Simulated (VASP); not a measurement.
Consider the following.

```
CELL_PARAMETERS angstrom
      4.18070     0.00000     0.00000
      0.00000     4.18070     0.00000
      0.00000     0.00000     4.18070
ATOMIC_POSITIONS crystal
  Cu 0.75000 0.25000 0.75000
  Cu 0.25000 0.75000 0.75000
  Cu 0.75000 0.75000 0.25000
  Cu 0.25000 0.25000 0.25000
  O  0.00000 0.00000 0.00000
  O  0.50000 0.50000 0.50000
```

All values below come from revTPSS meta-GGA, VASP's PBE PAW potentials (set 64) (plane waves; VASP 6.6.1). Settings: 520 eV cut-off, 5×5×5 Γ-centred mesh, Gaussian smearing of 0.050 eV, potentials Cu O.

**Question.** Give the stress tensor in GPa (positive for a compressed cell).

**Answer.** 
```
9.06  0.00  0.00
0.00  9.06  0.00
0.00  0.00  9.06
```
The pressure is its mean diagonal, 9.06 GPa.

The compound is Cu2O in the cuprite structure. This cell is one point of a volume scan, at 0.94 of the reference volume.
